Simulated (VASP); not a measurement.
Given:

```
CuCl
1.0
    0.00000     2.71786     2.71786
    2.71786     0.00000     2.71786
    2.71786     2.71786     0.00000
Cu Cl
1 1
Direct
  0.00000   0.00000   0.00000
  0.25000   0.25000   0.25000
```

These are vdW-DF-cx, VASP's PBE PAW potentials (set 64) (plane waves; VASP) values and carry that method's errors. Run with 520 eV cut-off, 9×9×9 Γ-centred mesh, Gaussian smearing of 0.050 eV, potentials Cu Cl.

### Question
The job: CuCl (zinc blende), 2 atoms, vdW-DF-cx, static run, 520 eV, 9×9×9 Γ-centred mesh. Roughly how much core time does it take on a busy server core?

### Answer
About 30 core-seconds (one run on a shared machine, a rough figure). It had 35 irreducible k-points, 13 bands, up to 1092 plane waves and 15 electronic steps.

The compound is CuCl in the zinc blende structure. This cell is one point of a volume scan, at 1.06 of the reference volume.
